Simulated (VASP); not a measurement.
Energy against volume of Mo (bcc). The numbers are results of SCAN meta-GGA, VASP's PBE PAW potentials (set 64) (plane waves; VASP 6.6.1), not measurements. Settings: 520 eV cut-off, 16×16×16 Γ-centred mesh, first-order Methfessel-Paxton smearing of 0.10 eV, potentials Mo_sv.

```csv
V (Å³/atom),E (eV/atom)
15.130,-34.87836
15.598,-34.88986
16.066,-34.87660
16.534,-34.84337
```

Fit these four points and predict the energy of the run at 14.662 Å³/atom.

A cubic in V^(−2/3), the third-order Birch-Murnaghan form, passes through the four points with V0 = 15.56 Å³/atom and B0 = 285 GPa, and gives -34.8363 eV/atom there. The run gave -34.8381 eV/atom, -1.8 meV/atom from the fit; all five points give B0 = 280 GPa.

The compound is Mo in the bcc structure. It was relaxed first.
